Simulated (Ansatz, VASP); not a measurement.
# ReOs3C: VASP beside Ansatz

```
CELL_PARAMETERS angstrom
3.88513 0.00000 0.00000
0.00000 3.88513 0.00000
0.00000 0.00000 3.88513
ATOMIC_POSITIONS crystal
Re 0.00000 0.00000 0.00000
Os 0.00000 0.50000 0.50000
Os 0.50000 0.00000 0.50000
Os 0.50000 0.50000 0.00000
C 0.50000 0.50000 0.50000
```

Alike in both runs: task relaxation of cell and atoms; functional PBE; k mesh 4 × 4 × 4; occupations gaussian, width 0.1 eV; no spin polarisation.

|  | VASP | Ansatz |
| --- | --- | --- |
| version | VASP 6.6.1 | Ansatz 0.2.0 |
| potentials or method | VASP PAW PBE potentials, release 64 (Re, Os, C) | scalar-relativistic, plane waves, PAW |
| plane-wave cutoff (eV) | 600 | 420 |
| valence electrons in the cell | 35 | 67 |

```tsv
	VASP	Ansatz	Ansatz less VASP
gap on the k mesh at the Fermi level, each at its own relaxed structure (eV)	none	none	-
relaxed volume (Å³/atom)	13.21	13.15	-0.063
relaxed cell length with the largest relative difference (Å)	4.042	4.036	-0.0064
energy change over the relaxation (meV/atom)	-235	-213	+22.5
```

A gap of «none» marks a metal or a gap that the smearing closes. The two sets of potentials don't hold the same shells in valence.

Caveats: the k mesh is coarse (spacing up to 0.40 Å⁻¹), so the values aren't converged. The runs have no spin-orbit coupling, so splittings on Os, Re are missing.
